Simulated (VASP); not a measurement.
# Sn2HBr3 (P6mm) in VASP: a series of runs

The runs below take Sn2HBr3 through relaxation of cell and atoms, with PBE.

Program: VASP 6.6.1. These are calculated values, not measurements. Logs are shortened: lines on timing, memory, paths and dates and some standing lists are left out, and cuts for length are marked.

**1. The crystal as given**

The structure is hexagonal, space group P6mm (No. 183). Conventional cell: a = 6.340 Å, b = 6.340 Å, c = 4.453 Å, α = 90.00°, β = 90.00°, γ = 120.00°. Sn (site symmetry 3m) is surrounded by 6 Br at 2.87 to 2.89 Å. H (site symmetry 6mm) is surrounded by 6 Sn at 3.68 Å and 12 Br at 3.70 to 4.06 Å. Br (site symmetry 2mm) has 4 Sn at 2.87 to 2.89 Å and 4 Br at 3.17 Å as nearest neighbours.

The cell was built by a generator and needn't be a form met in nature.

**2. Relaxation of cell and atoms, PBE**

INCAR

```
ALGO     = Fast           # electronic algorithm
EDIFF    = 1E-4           # SCF threshold, eV
EDIFFG   = -0.08          # ionic threshold
ENCUT    = 520            # plane-wave cutoff, eV
GGA      = PE             # functional
IBRION   = 2              # ionic algorithm
ISIF     = 3              # what is computed and relaxed
ISMEAR   = 0              # smearing method
KPAR     = 2            
LASPH    = T              # aspherical terms in the spheres
LCHARG   = F              # write CHGCAR
LREAL    = F              # projectors in reciprocal space
LWAVE    = F              # write WAVECAR
NELM     = 60             # most SCF steps
NSW      = 24             # ionic steps
PREC     = Normal         # precision mode
SIGMA    = 0.15           # smearing width, eV
```

KPOINTS

```
k-points
0
Gamma
  3 3 3
```

POSCAR

```
Sn2HBr3
1.0
    6.3398842700      0.0000000000      0.0000000000
   -3.1699421400      5.4905008400      0.0000000000
    0.0000000000      0.0000000000      4.4529416800
Sn H Br
2 1 3
Direct
    0.6666666700      0.3333333300      0.9631379800
    0.3333333300      0.6666666700      0.9631379800
    0.0000000000      0.0000000000      0.8888130200
    0.5000000000      0.5000000000      0.4595159900
    0.5000000000      0.0000000000      0.4595159900
    0.0000000000      0.5000000000      0.4595159900
```

Potentials or basis: VASP PAW PBE potentials, release 64 (Sn_d, H, Br).

Run with:

```console
> cat potpaw_PBE.64/Sn_d/POTCAR potpaw_PBE.64/H/POTCAR potpaw_PBE.64/Br/POTCAR > POTCAR
> mpirun -np 2 vasp_std > vasp.out
```

OUTCAR:

```text
EDIFF = 1E-4
   EDIFFG = -0.08
   ENCUT = 520
   GGA = PE
   IBRION = 2
   ISIF = 3
   ISMEAR = 0
   LASPH = T
   LREAL = F
   NELM = 60
   NSW = 24
   PREC = Normal

 ion  position               nearest neighbor table
   1  0.667  0.333  0.963-   6 2.87   5 2.87   4 2.87   6 2.89   5 2.89   4 2.89   2 3.66   2 3.66
                             2 3.66
   2  0.333  0.667  0.963-   6 2.87   5 2.87   4 2.87   6 2.89   5 2.89   4 2.89   1 3.66   1 3.66
                             1 3.66
   3  0.000  0.000  0.889-
   4  0.500  0.500  0.460-   1 2.87   2 2.87   1 2.89   2 2.89
   5  0.500  0.000  0.460-   1 2.87   2 2.87   1 2.89   2 2.89
   6  0.000  0.500  0.460-   1 2.87   2 2.87   1 2.89   2 2.89

  LATTYP: Found a hexagonal cell.
 ALAT       =     6.3398842700
 C/A-ratio  =     0.7023695529

  Lattice vectors:

 A1 = (   6.3398842700,   0.0000000000,   0.0000000000)
 A2 = (  -3.1699421400,   5.4905008400,   0.0000000000)
 A3 = (   0.0000000000,   0.0000000000,   4.4529416800)

Analysis of symmetry for initial positions (statically):
=====================================================================
 Subroutine PRICEL returns:
 Original cell was already a primitive cell.

 Routine SETGRP: Setting up the symmetry group for a
 hexagonal supercell.

 Subroutine GETGRP returns: Found 12 space group operations
 (whereof 12 operations were pure point group operations)
 out of a pool of 24 trial point group operations.

The static configuration has the point symmetry C_6v.

Analysis of symmetry for dynamics (positions and initial velocities):
=====================================================================
 Subroutine PRICEL returns:
 Original cell was already a primitive cell.

 Routine SETGRP: Setting up the symmetry group for a
 hexagonal supercell.

 Subroutine GETGRP returns: Found 12 space group operations
 (whereof 12 operations were pure point group operations)
 out of a pool of 24 trial point group operations.

The dynamic configuration has the point symmetry C_6v.

 Subroutine INISYM returns: Found 12 space group operations
 (whereof 12 operations are pure point group operations),
 and found     1 'primitive' translations

----------------------------------------------------------------------------------------

                                     Primitive cell

  volume of cell :     155.0031

  direct lattice vectors                    reciprocal lattice vectors
     6.339884270  0.000000000  0.000000000     0.157731586  0.091066374  0.000000000
    -3.169942140  5.490500840  0.000000000     0.000000000  0.182132747  0.000000000
     0.000000000  0.000000000  4.452941680     0.000000000  0.000000000  0.224570648

  length of vectors
     6.339884270  6.339884277  4.452941680     0.182132747  0.182132747  0.224570648

  position of ions in fractional coordinates (direct lattice)
     0.666666670  0.333333330  0.963137980
     0.333333330  0.666666670  0.963137980
     0.000000000  0.000000000  0.888813020
     0.500000000  0.500000000  0.459515990
     0.500000000  0.000000000  0.459515990
     0.000000000  0.500000000  0.459515990

  ion indices of the primitive-cell ions
   primitive index   ion index
                 1           1
                 2           2
                 3           3
                 4           4
                 5           5
                 6           6

----------------------------------------------------------------------------------------

 KPOINTS: k-points

Automatic generation of k-mesh.
 Grid dimensions read from file:
 generate k-points for:    3    3    3

 Generating k-lattice:

  Cartesian coordinates                     Fractional coordinates (reciprocal lattice)
     0.052577195  0.030355458  0.000000000     0.333333333 -0.000000000  0.000000000
     0.000000000  0.060710916  0.000000000     0.000000000  0.333333333  0.000000000
     0.000000000  0.000000000  0.074856883     0.000000000  0.000000000  0.333333333

  Length of vectors
     0.060710916  0.060710916  0.074856883

  Shift w.r.t. Gamma in fractional coordinates (k-lattice)
     0.000000000  0.000000000  0.000000000

 Subroutine IBZKPT returns following result:
 ===========================================

 Found      6 irreducible k-points:

 Following reciprocal coordinates:
            Coordinates               Weight
  0.000000  0.000000  0.000000      1.000000
  0.333333  0.000000  0.000000      6.000000
  0.333333  0.333333  0.000000      2.000000
  0.000000  0.000000  0.333333      2.000000
  0.333333  0.000000  0.333333     12.000000
  0.333333  0.333333  0.333333      4.000000
   k-points           NKPTS =      6   k-points in BZ     NKDIM =      6   number of bands    NBANDS=     30
   number of dos      NEDOS =    301   number of ions     NIONS =      6
   total plane-waves  NPLWV =  36288
   dimension x,y,z NGX =    36 NGY =   36 NGZ =   28
   dimension x,y,z NGXF=    72 NGYF=   72 NGZF=   56
   ions per type =               2   1   3
   NGX,Y,Z   is equivalent  to a cutoff of   9.44,  9.44, 10.45 a.u.
   NGXF,Y,Z  is equivalent  to a cutoff of  18.88, 18.88, 20.91 a.u.
 SYSTEM =  unknown system
   PREC   = normal    normal or accurate (medium, high low for compatibility)
   ISTART =      0    job   : 0-new  1-cont  2-samecut
   ICHARG =      2    charge: 1-file 2-atom 10-const
   ISPIN  =      1    spin polarized calculation?
   LNONCOLLINEAR =      F non collinear calculations
   LSORBIT =      F    spin-orbit coupling
   LASPH  =      T    aspherical Exc in radial PAW
   ENCUT  =  520.0 eV  38.22 Ry    6.18 a.u.  11.79 11.79  8.28*2*pi/ulx,y,z
   NELM   =     60;   NELMIN=  2; NELMDL= -5     # of ELM steps
   EDIFF  = 0.1E-03   stopping-criterion for ELM
   LREAL  =      F    real-space projection
   EDIFFG = -.8E-01   stopping-criterion for IOM
   NSW    =     24    number of steps for IOM
   IBRION =      2    ionic relax: 0-MD 1-quasi-New 2-CG
   NFREE  =      1    steps in history (QN), initial steepest desc. (CG)
   ISIF   =      3    stress and relaxation
   ISYM   =      2    0-nonsym 1-usesym 2-fastsym
   POTIM  = 0.5000    time-step for ionic-motion
   TEBEG  =    0.0;   TEEND  =   0.0 temperature during run
   PSTRESS=    0.0 pullay stress
   NELECT =      50.0000    total number of electrons
   NUPDOWN=      -1.0000    fix difference up-down
   EMIN   =  10.00;   EMAX   =-10.00  energy-range for DOS
   EFERMI =   0.00;   METHOD = LEGACY
   ISMEAR =     0;   SIGMA  =   0.15  broadening in eV -4-tet -1-fermi 0-gaus
   EFERMI_NEDOS =   21; number of points for ismear=-14 and -15
   IALGO  =     68    algorithm
   IMIX   =      4    mixing-type and parameters
     AMIX     =   0.40;   BMIX     =  1.00
     AMIX_MAG =   1.60;   BMIX_MAG =  1.00
  volume/ion in A,a.u.               =      25.83       174.34
  Fermi-wavevector in a.u.,A,eV,Ry     =   1.122754  2.121698 17.151195  1.260577
  Thomas-Fermi vector in A             =   2.259416
   LORBIT       =      0    0 simple, 1 ext, 2 COOP (PROOUT), +10 PAW based schemes
   GGA     = PE    functional components
   LHFCALC =     F    Hartree Fock is set to
   AEXX    =    0.0000 exact exchange contribution
   IVDW    =     0    specifies the selected vdW correction
   LEPSILON=     F    determine dielectric tensor
   LRPA    =     F    only Hartree local field effects (RPA)
 conjugate gradient relaxation of ions
 non-spin polarized calculation
 RMM-DIIS sequential band-by-band and
 Gauss-broadening in eV      SIGMA  =   0.15
  energy-cutoff  :      520.00
  volume of cell :      155.00
 maximum number of plane-waves:      4179
   NGX = 23   NGY = 23   NGZ = 17

--------------------------------------- Ionic step        1  -------------------------------------------

 number of electron      49.9999986 magnetization

 Free energy of the ion-electron system (eV)
  ---------------------------------------------------
  ext. energy  EPLUGINS =         0.00000000
  ---------------------------------------------------
  free energy    TOTEN  =       -14.18117450 eV

  energy without entropy =      -14.13281950  energy(sigma->0) =      -14.15699700

------------------------ aborting loop because EDIFF is reached ----------------------------------------

  FORCE on cell =-STRESS in cart. coord.  units (eV):
  Direction    XX          YY          ZZ          XY          YZ          ZX
  --------------------------------------------------------------------------------------
  -------------------------------------------------------------------------------------
  Total       11.4321451     11.4321451      7.4703873     -0.0000000      0.0000000      0.0000000
  in kB      118.1674899    118.1674901     77.2170843     -0.0000001      0.0000000      0.0000000
  external PRESSURE =     104.5173548 kB  Pullay stress =       0.0000000 kB
[... 305 lines left out ...]
  energy  without entropy=      -15.6257816066  energy(sigma->0) =      -15.65864715

--------------------------------------- Ionic step        9  -------------------------------------------

 number of electron      50.0000086 magnetization

 Free energy of the ion-electron system (eV)
  ---------------------------------------------------
  ext. energy  EPLUGINS =         0.00000000
  ---------------------------------------------------
  free energy    TOTEN  =       -15.70715235 eV

  energy without entropy =      -15.63897609  energy(sigma->0) =      -15.67306422

 E-fermi :   1.9109     XC(G=0):  -7.5237

 val. band max:        1.9088638086   @ k =   0.3333   0.0000   0.0000
 cond. band min:       1.9314299957   @ k =   0.0000   0.0000   0.3333
 fundamental gap:      0.0225661871
 Fermi energy:         1.9109224710

 k-point     1 :       0.0000    0.0000    0.0000
  band No.  band energies     occupation
      1     -20.7530      2.00000
      2     -20.7481      2.00000
      3     -20.7430      2.00000
      4     -20.7430      2.00000
      5     -20.7393      2.00000
      6     -20.7393      2.00000
[... 220 lines left out ...]
  FREE ENERGIE OF THE ION-ELECTRON SYSTEM (eV)
  ---------------------------------------------------
  free  energy   TOTEN  =       -15.7071523462 eV

  energy  without entropy=      -15.6389760861  energy(sigma->0) =      -15.67306422

 reached required accuracy - stopping structural energy minimisation
```

It took 77 s on 2 MPI ranks of Intel Xeon Platinum 8375C at 2.90GHz (Ice Lake), shared host; peak memory 0.2 GiB.

What came out:

```yaml
Free_energy: -15.7072 eV
Relaxed_volume: 34.68 Å³/atom
Relaxed_cell: a = 7.454 Å, b = 7.454 Å, c = 4.324 Å, α = 90.00°, β = 90.00°, γ = 120.00°
Space_group_after_relaxing_to_0.05_Å: P6mm (No. 183)
Energy_gained_by_relaxing: 254.3 meV/atom
Ionic_steps: 9
Pressure_after_relaxing: 0.3 GPa
Largest_force_after_relaxing: 0.073 eV/Å
Band_gap_on_the_k_mesh: none (metal or under the smearing width)
```

Forces in eV/Å, atoms in the order of the input:
```
Sn   0.000  0.000  0.010
Sn   0.000  0.000  0.010
H    0.000  0.000  0.073
Br   0.000  0.000 -0.031
Br   0.000  0.000 -0.031
Br   0.000  0.000 -0.031
```

Stress tensor (GPa, compression positive):
```
0.34 0.00 0.00
0.00 0.34 0.00
0.00 0.00 0.17
```

The path:
| step | energy change (eV) | largest force (eV/Å) | pressure (GPa) | volume (Å³) |
| --- | --- | --- | --- | --- |
| 1 | 0.0000 | 0.2383 | 10.45 | 155.00 |
| 2 | -1.1856 | 0.1439 | 0.13 | 195.91 |
| 3 | -1.1895 | 0.1297 | -0.69 | 203.30 |
| 4 | -1.1923 | 0.1372 | -0.66 | 201.37 |
| 5 | -1.1918 | 0.1428 | -0.36 | 198.63 |
| 6 | -1.3926 | 0.1191 | 0.04 | 200.28 |
| 7 | -1.5058 | 0.0921 | 0.58 | 201.75 |
| 8 | -1.5103 | 0.0874 | 0.69 | 202.02 |
| 9 | -1.5260 | 0.0727 | 0.28 | 208.10 |

Final structure:
```cif
data_structure
_symmetry_space_group_name_H-M 'P 1'
_symmetry_Int_Tables_number 1
_cell_length_a 7.4544
_cell_length_b 7.4544
_cell_length_c 4.3243
_cell_angle_alpha 90.000
_cell_angle_beta 90.000
_cell_angle_gamma 120.000
_cell_volume 208.10
loop_
_atom_site_label
_atom_site_type_symbol
_atom_site_fract_x
_atom_site_fract_y
_atom_site_fract_z
_atom_site_occupancy
Sn1 Sn 0.66667 0.33333 0.96358 1
Sn2 Sn 0.33333 0.66667 0.96358 1
H1 H 0.00000 0.00000 0.89769 1
Br1 Br 0.50000 0.50000 0.45626 1
Br2 Br 0.50000 0.00000 0.45626 1
Br3 Br 0.00000 0.50000 0.45626 1
```

Caveat: the k mesh is coarse (spacing up to 0.47 Å⁻¹), so the values aren't converged; the volume moved by over 15 % at a fixed basis, so the end points are rough; the relaxation stopped at a loose force limit of 0.08 eV/Å, so its end isn't a converged minimum.

**3. Relaxation of cell and atoms, PBE**

This run uses another cell than the first one, of 30.75 Å³/atom, 1.190 times its volume.

INCAR is that of step 2.

KPOINTS

```
k-points
0
Gamma
  4 4 2
```

POSCAR

```
Sn2HBr3
1.0
    4.7689875900      0.0000000000      0.0000000000
   -2.3844937900      4.1300644000      0.0000000000
    0.0000000000      0.0000000000      9.3677721100
Sn H Br
2 1 3
Direct
    0.3333333300      0.6666666700      0.2478150000
    0.3333333300      0.6666666700      0.7521850000
    0.6666666700      0.3333333300      0.0000000000
    0.6666666700      0.3333333300      0.5000000000
    0.0000000000      0.0000000000      0.0000000000
    0.0000000000      0.0000000000      0.5000000000
```

Potentials or basis: VASP PAW PBE potentials, release 64 (Sn_d, H, Br).

Run with:

```console
> cat potpaw_PBE.64/Sn_d/POTCAR potpaw_PBE.64/H/POTCAR potpaw_PBE.64/Br/POTCAR > POTCAR
> mpirun -np 2 vasp_std > vasp.out
```

Wall time 1.9 min (2 MPI ranks of Intel Xeon Platinum 8375C at 2.90GHz (Ice Lake), shared host); peak memory 0.22 GiB.

It converged, with:

```
Free energy                            : -14.3848 eV
Relaxed volume                         : 25.90 Å³/atom
Relaxed cell                           : a = 5.204 Å, b = 5.204 Å, c = 6.628 Å, α = 90.00°, β = 90.00°, γ = 120.00°
Space group after relaxing (to 0.05 Å) : P-6m2 (No. 187)
Energy gained by relaxing              : 374.2 meV/atom
Ionic steps                            : 10
Pressure after relaxing                : 0.2 GPa
Largest force after relaxing           : 0.046 eV/Å
Band gap on the k mesh                 : none (metal or under the smearing width)
```

Forces on the atoms (eV/Å):
```
Sn   0.000  0.000  0.046
Sn   0.000  0.000 -0.046
H    0.000  0.000  0.000
Br   0.000  0.000  0.000
Br   0.000  0.000  0.000
Br   0.000  0.000  0.000
```

Step by step:
| step | energy change (eV) | largest force (eV/Å) | pressure (GPa) | volume (Å³) |
| --- | --- | --- | --- | --- |
| 1 | 0.0000 | 0.3684 | -0.75 | 184.51 |
| 2 | -0.6042 | 0.1915 | -0.80 | 180.28 |
| 3 | -1.8074 | 0.0024 | -1.04 | 169.36 |
| 4 | -1.4385 | 3.4473 | 7.46 | 137.20 |
| 5 | -2.1651 | 0.1467 | -0.76 | 161.30 |
| 6 | -2.2020 | 0.3777 | -0.61 | 158.21 |
| 7 | -2.2229 | 0.2074 | 0.39 | 154.02 |
| 8 | -2.2233 | 0.2272 | 0.59 | 153.63 |
| 9 | -2.2411 | 0.1066 | 0.20 | 154.93 |
| 10 | -2.2452 | 0.0463 | 0.15 | 155.43 |

Final structure:
```
CELL_PARAMETERS angstrom
5.20354 0.00000 0.00000
-2.60177 4.50640 0.00000
0.00000 0.00000 6.62821
ATOMIC_POSITIONS crystal
Sn 0.33333 0.66667 0.25342
Sn 0.33333 0.66667 0.74658
H 0.66667 0.33333 0.00000
Br 0.66667 0.33333 0.50000
Br 0.00000 0.00000 0.00000
Br 0.00000 0.00000 0.50000
```

Levels at points of the mesh, in eV from the Fermi level:
| k point | band 22 | band 23 | band 24 | band 25 | band 26 | band 27 | band 28 | band 29 |
| --- | --- | --- | --- | --- | --- | --- | --- | --- |
| (0.00, 0.00, 0.00) | -1.99 | -1.90 | -1.90 | -0.39 | 0.03 | 1.88 | 1.88 | 2.19 |
| (0.50, 0.00, 0.00) | -1.54 | -0.65 | -0.43 | -0.30 | 0.39 | 1.30 | 1.88 | 2.20 |
| (0.00, 0.00, 0.50) | -2.23 | -2.23 | -1.71 | -0.28 | 1.27 | 1.27 | 1.60 | 2.43 |
| (0.50, 0.00, 0.50) | -2.23 | -1.49 | -0.31 | 0.24 | 1.44 | 1.68 | 1.87 | 2.10 |

Caveat: the k mesh is coarse (spacing up to 0.38 Å⁻¹), so the values aren't converged; the volume moved by over 15 % at a fixed basis, so the end points are rough; the relaxation stopped at a loose force limit of 0.08 eV/Å, so its end isn't a converged minimum.

**4. Relaxation of cell and atoms, PBE**

This run uses another cell than the first one, of 30.20 Å³/atom, 1.169 times its volume.

INCAR is that of step 3.

KPOINTS

```
k-points
0
Gamma
  3 3 3
```

POSCAR

```
Sn2HBr3
1.0
    3.1970483700      1.8458167400      5.1180417500
   -3.1970483700      1.8458167400      5.1180417500
    0.0000000000     -3.6916334700      5.1180417500
Sn H Br
2 1 3
Direct
    0.6245104100      0.6245104100      0.6245104100
    0.3754895900      0.3754895900      0.3754895900
    0.0000000000      0.0000000000      0.0000000000
    0.0000000000      0.5000000000      0.0000000000
    0.5000000000      0.0000000000      0.0000000000
    0.0000000000      0.0000000000      0.5000000000
```

Run with:

```console
> cat potpaw_PBE.64/Sn_d/POTCAR potpaw_PBE.64/H/POTCAR potpaw_PBE.64/Br/POTCAR > POTCAR
> mpirun -np 2 vasp_std > vasp.out
```

Run time: 3.1 min. Hardware: 2 MPI ranks of Intel Xeon Platinum 8375C at 2.90GHz (Ice Lake), shared host; peak memory 0.22 GiB.

The run converged. Its results:

| Property | Result |
| --- | --- |
| Free energy | -15.1788 eV |
| Relaxed volume | 28.12 Å³/atom |
| Relaxed cell | a = 5.542 Å, b = 5.542 Å, c = 5.542 Å, α = 85.40°, β = 85.40°, γ = 85.40° |
| Space group after relaxing (to 0.05 Å) | R-3m (No. 166) |
| Energy gained by relaxing | 487.6 meV/atom |
| Ionic steps | 19 |
| Pressure after relaxing | 0.2 GPa |
| Largest force after relaxing | 0.056 eV/Å |
| Band gap on the k mesh | none (metal or under the smearing width) |

Forces on the atoms (eV/Å):
```
Sn   0.000  0.000  0.056
Sn   0.000  0.000 -0.056
H    0.000  0.000  0.000
Br   0.000  0.000  0.000
Br   0.000  0.000  0.000
Br   0.000  0.000  0.000
```

Stress tensor (GPa, compression positive):
```
 0.36  0.00  0.00
 0.00  0.36  0.00
 0.00  0.00 -0.06
```

The path:
```csv
step,energy change (eV),largest force (eV/Å),pressure (GPa),volume (Å³)
1,0.0000,0.0568,-3.14,181.21
2,-0.3804,0.1321,-1.69,166.06
3,-0.6571,0.1640,0.67,151.08
4,-0.4151,0.3285,11.28,123.31
5,-0.7236,0.1607,2.38,144.48
6,-0.9902,0.1266,2.95,141.16
7,-1.3635,2.0734,7.68,130.03
8,-1.5574,2.2093,7.37,131.38
9,-1.7950,3.0281,7.23,134.50
10,-2.2641,1.9628,4.42,141.29
11,-2.7817,0.7481,1.14,157.29
12,-2.8245,0.3619,-1.82,192.60
13,-2.8845,0.3668,-1.42,180.97
14,-2.8932,0.4297,-0.68,170.24
15,-2.8971,0.3211,-0.89,173.48
16,-2.8965,0.4220,-0.78,172.39
17,-2.9131,0.2357,-0.41,171.00
18,-2.9248,0.0840,0.18,169.09
19,-2.9255,0.0562,0.22,168.69
```

Final structure:
```yaml
crystal:
  lattice:
    - [3.75866, 2.17006, 3.44699]
    - [-3.75866, 2.17006, 3.44699]
    - [0.00000, -4.34013, 3.44699]
  atoms:
    - { symbol: Sn, position: [0.65884, 0.65884, 0.65884] }
    - { symbol: Sn, position: [0.34116, 0.34116, 0.34116] }
    - { symbol: H, position: [0.00000, 0.00000, 0.00000] }
    - { symbol: Br, position: [0.00000, 0.50000, 0.00000] }
    - { symbol: Br, position: [0.50000, 0.00000, 0.00000] }
    - { symbol: Br, position: [0.00000, 0.00000, 0.50000] }
```

Levels at points of the mesh, in eV from the Fermi level:
```
           k point  band 23  band 24  band 25  band 26  band 27  band 28
(0.00, 0.00, 0.00)    -2.59    -1.84    -1.57    -0.82    -0.29    -0.29
```

Caveat: the k mesh is coarse (spacing up to 0.40 Å⁻¹), so the values aren't converged; the relaxation stopped at a loose force limit of 0.08 eV/Å, so its end isn't a converged minimum.

[end of part 1 of 2]
